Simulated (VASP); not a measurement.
Input of a VASP 6.6.1 run:

Contents of POSCAR:

```
Al2InN3
1.0
    4.9179200000     -2.8265800000      0.0000000000
    4.9179200000      2.8265800000      0.0000000000
    0.0000000000      0.0000000000      5.2471600000
Al In N
4 2 6
Direct
    0.1652660000      0.4913280000      0.5004000000
    0.5086720000      0.8347340000      0.5004000000
    0.8347340000      0.5086720000      0.0004000000
    0.4913280000      0.1652660000      0.0004000000
    0.8221840000      0.1778160000      0.4954660000
    0.1778160000      0.8221840000      0.9954660000
    0.8339040000      0.5367710000      0.3643270000
    0.4632290000      0.1660960000      0.3643270000
    0.2022590000      0.7977410000      0.4151500000
    0.7977410000      0.2022590000      0.9151500000
    0.1660960000      0.4632290000      0.8643270000
    0.5367710000      0.8339040000      0.8643270000
```

File INCAR.step1:

```
SYSTEM = Al2InN3
PREC = Accurate
ENCUT = 520
EDIFF = 1E-8
ISMEAR = 0
SIGMA = 0.03
LREAL = .FALSE.
LASPH = .TRUE.
NELM = 100
ALGO = Normal
ISIF = 3
LWAVE = .FALSE.
LCHARG = .FALSE.
GGA = PE
KPAR = 8
IBRION = 2
NSW = 40
EDIFFG = -0.002
```

File INCAR.step2:

```
SYSTEM = Al2InN3
PREC = Accurate
ENCUT = 520
EDIFF = 1E-8
ISMEAR = 0
SIGMA = 0.03
LREAL = .FALSE.
LASPH = .TRUE.
NELM = 100
ALGO = Normal
ISIF = 2
LWAVE = .FALSE.
LCHARG = .FALSE.
GGA = PE
KPAR = 8
IBRION = 6
NFREE = 2
POTIM = 0.015
NSW = 1
```

Contents of KPOINTS:

```
regular mesh
0
G
  5 5 5
  0 0 0
```

Potentials or basis: VASP PAW PBE potentials, release 64 (Al, In_d, N).

The run is started by

```bash
$ cat potpaw_PBE.64/Al/POTCAR potpaw_PBE.64/In_d/POTCAR potpaw_PBE.64/N/POTCAR > POTCAR
$ cp INCAR.step1 INCAR
$ mpirun -np 8 vasp_std > vasp.out
$ cp CONTCAR POSCAR
$ cp INCAR.step2 INCAR
$ mpirun -np 8 vasp_std > vasp.out
```

Problem. Estimate the highest phonon frequency at Γ, LO-TO splitting left out.

Solution. 697 cm⁻¹.

Phonon frequencies in cm⁻¹ (negative: imaginary):
| q point | frequencies |
| --- | --- |
| (0.000, 0.000, 0.000) | 0 0 0 126 134 156 191 219 253 290 298 344 347 385 413 418 444 461 471 497 525 530 550 556 569 574 633 642 645 666 676 678 683 693 695 697 |
